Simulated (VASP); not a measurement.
Output of a VASP run:

File OSZICAR:
```
       N       E                     dE             d eps       ncg     rms          rms(c)
DAV:   1     0.318015158186E+01    0.31802E+01   -0.32365E+03   384   0.769E+02
DAV:   2    -0.178415137826E+02   -0.21022E+02   -0.20062E+02   488   0.846E+01
DAV:   3    -0.186367591541E+02   -0.79525E+00   -0.79525E+00   544   0.230E+01
DAV:   4    -0.186381984015E+02   -0.14392E-02   -0.14392E-02   528   0.103E+00
DAV:   5    -0.186382056364E+02   -0.72349E-05   -0.72349E-05   520   0.551E-02    0.672E+00
DAV:   6    -0.176973304477E+02    0.94088E+00   -0.72224E-01   400   0.526E+00    0.348E+00
DAV:   7    -0.173763427713E+02    0.32099E+00   -0.10019E+00   408   0.685E+00    0.522E-01
DAV:   8    -0.173907078910E+02   -0.14365E-01   -0.29878E-02   464   0.139E+00    0.829E-02
DAV:   9    -0.173908058391E+02   -0.97948E-04   -0.75484E-04   576   0.233E-01    0.241E-02
DAV:  10    -0.173908880029E+02   -0.82164E-04   -0.20633E-04   440   0.122E-01    0.110E-02
DAV:  11    -0.173908863597E+02    0.16431E-05   -0.85209E-06   488   0.194E-02    0.248E-03
DAV:  12    -0.173908866157E+02   -0.25595E-06   -0.71025E-07   424   0.738E-03
   1 F= -.17390887E+02 E0= -.17390887E+02  d E =-.173909E+02
       N       E                     dE             d eps       ncg     rms          rms(c)
DAV:   1    -0.173918814238E+02   -0.99506E-03   -0.35158E-03   440   0.543E-01    0.343E-02
DAV:   2    -0.173918674222E+02    0.14002E-04   -0.24791E-05   448   0.399E-02    0.198E-02
DAV:   3    -0.173918600276E+02    0.73946E-05   -0.18364E-05   464   0.250E-02    0.221E-03
DAV:   4    -0.173918603456E+02   -0.31800E-06   -0.11843E-06   208   0.713E-03
   2 F= -.17391860E+02 E0= -.17391860E+02  d E =-.973730E-03
       N       E                     dE             d eps       ncg     rms          rms(c)
DAV:   1    -0.173923739961E+02   -0.51397E-03   -0.10343E-02   440   0.930E-01    0.592E-02
DAV:   2    -0.173923337232E+02    0.40273E-04   -0.73154E-05   456   0.683E-02    0.342E-02
DAV:   3    -0.173923141190E+02    0.19604E-04   -0.55240E-05   456   0.433E-02    0.385E-03
DAV:   4    -0.173923149055E+02   -0.78649E-06   -0.37802E-06   392   0.125E-02
   3 F= -.17392315E+02 E0= -.17392315E+02  d E =-.142829E-02
       N       E                     dE             d eps       ncg     rms          rms(c)
DAV:   1    -0.173923462848E+02   -0.32166E-04   -0.37361E-04   424   0.175E-01    0.109E-02
DAV:   2    -0.173923455067E+02    0.77814E-06   -0.26879E-06   472   0.131E-02
   4 F= -.17392346E+02 E0= -.17392346E+02  d E =-.145889E-02
```

OUTCAR:
```
------------------------ aborting loop because EDIFF is reached ----------------------------------------
  FORCE on cell =-STRESS in cart. coord.  units (eV):
  Direction    XX          YY          ZZ          XY          YZ          ZX
  --------------------------------------------------------------------------------------
  Total        0.0188469      0.0188469     -0.1005850     -0.0000000      0.0000000      0.0000000
  in kB        0.4784979      0.4784979     -2.5537241     -0.0000000      0.0000000      0.0000000
  external PRESSURE =      -0.5322428 kB  Pullay stress =       0.0000000 kB
  volume of cell :       63.11
      direct lattice vectors                 reciprocal lattice vectors
     4.557520818  0.000000000  0.000000000     0.219417539 -0.000000000  0.000000000
     0.000000000  4.557520818  0.000000000    -0.000000000  0.219417539  0.000000000
     0.000000000  0.000000000  3.038174532     0.000000000  0.000000000  0.329145014
 POSITION                                       TOTAL-FORCE (eV/Angst)
 -----------------------------------------------------------------------------------
      0.00000      0.00000      0.00000        -0.000000      0.000000     -0.000000
      2.27876      2.27876      1.51909        -0.000000      0.000000     -0.000000
      1.38713      1.38713      0.00000         0.004857      0.004857      0.000000
      3.66589      0.89163      1.51909         0.004857     -0.004857     -0.000000
      0.89163      3.66589      1.51909        -0.004857      0.004857      0.000000
      3.17039      3.17039      0.00000        -0.004857     -0.004857     -0.000000
 -----------------------------------------------------------------------------------
    total drift:                                0.000000      0.000000      0.000000
  FREE ENERGIE OF THE ION-ELECTRON SYSTEM (eV)
  ---------------------------------------------------
  free  energy   TOTEN  =       -17.3923455067 eV

  energy  without entropy=      -17.3923455067  energy(sigma->0) =      -17.39234551

 reached required accuracy - stopping structural energy minimisation
```
(Selected blocks of OUTCAR.)

File POSCAR:
```
MgH2
1
    4.5355438538    -0.0000000000     0.0000000000
    0.0000000000     4.5355438538     0.0000000000
    0.0000000000     0.0000000000     3.0292462568
Mg H
2 4
Direct
  1.0000000000   0.0000000000   0.0000000000
  0.5000000000   0.5000000000   0.5000000000
  0.3041172933   0.3041172933   1.0000000000
  0.8041172933   0.1958827067   0.5000000000
  0.1958827067   0.8041172933   0.5000000000
  0.6958827067   0.6958827067   0.0000000000
```

**Question.** Write an INCAR and KPOINTS that could have produced this output.

**Answer.** This is not unique; one that fits is the input of the run itself, RPBE GGA, plane waves, VASP's PBE PAW potentials (set 64).

### INCAR
```
! general
SYSTEM = MgH2
PREC   = Accurate
ENCUT  = 520
LREAL  = F
LASPH  = T

! electronic loop
EDIFF  = 1E-6
NELM   = 100
ALGO   = Normal

! smearing
ISMEAR = 0
SIGMA  = 0.05

! functional
GGA    = RP

! ions
IBRION = 2
NSW    = 60
ISIF   = 3
EDIFFG = -0.02

! output
LWAVE  = F
LCHARG = F
```

File KPOINTS:
```
Automatic mesh
0
Gamma
5 5 7
0 0 0
```

POTCAR, in this order: Mg H (PBE.64 set). Program: vasp_std.

The compound is MgH2 in the rutile structure. This run relaxes it. Symmetry was kept, so distortions that lower it aren't found. The start is the result of an earlier pass.
